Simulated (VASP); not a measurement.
An input for Quantum ESPRESSO's pw.x (written as the equivalent of a VASP run, and not itself run):

```
&CONTROL
  calculation = 'scf'
  pseudo_dir = './pseudo'
  outdir = './out'
  tprnfor = .true.
  tstress = .true.
/
&SYSTEM
  ibrav = 0
  nat = 3
  ntyp = 2
  ecutwfc = 74
  occupations = 'smearing'
  smearing = 'fermi-dirac'
  degauss = 0.000735
  input_dft = 'pbesol'
/
&ELECTRONS
  conv_thr = 7.3e-08
  electron_maxstep = 100
/
ATOMIC_SPECIES
  K 39.098 K.upf
  S 32.060 S.upf
CELL_PARAMETERS angstrom
     0.0000000    3.7416800    3.7416800
     3.7416800    0.0000000    3.7416800
     3.7416800    3.7416800    0.0000000
ATOMIC_POSITIONS crystal
  K    0.2500000  0.2500000  0.2500000
  K    0.7500000  0.7500000  0.7500000
  S    0.0000000  0.0000000  0.0000000
K_POINTS automatic
  6 6 6 0 0 0
```

Task: Translate this input to VASP (INCAR, KPOINTS, POSCAR, choice of POTCAR).

Result: Several could match; the one computed here: 
KPOINTS:
```
kpoints
0
gamma
 6 6 6
```

INCAR:
```
LREAL = .FALSE.
EDIFF = 1E-6
ISMEAR = -1   # Fermi-Dirac
GGA = PS   # PBEsol
PREC = Accurate
ALGO = Normal
NELM = 100
LASPH = .TRUE.   # aspherical one-centre terms
ENCUT = 300   # plane-wave cut-off (eV)
SIGMA = 0.01   # width (eV)
LWAVE = .FALSE.
LCHARG = .FALSE.
ISIF = 2
SYSTEM = K2S
```

POSCAR:
```
K2S
1
    0.0000000000     3.7416800000     3.7416800000
    3.7416800000     0.0000000000     3.7416800000
    3.7416800000     3.7416800000     0.0000000000
K S
2 1
Direct
  0.2500000000   0.2500000000   0.2500000000
  0.7500000000   0.7500000000   0.7500000000
  0.0000000000   0.0000000000   0.0000000000
```

POTCAR, in this order: K_sv S (PBE.64 set). Program: vasp_std.

Limits of the translation: the potentials are each code's own (VASP's PAW set, PseudoDojo norm-conserving files in pw.x), so ENCUT and ecutwfc are chosen apart and not converted; conv_thr bounds pw.x's estimated SCF error, while EDIFF bounds the energy change between steps.

The structure is a typed K2S crystal. The cell was not relaxed at this level.
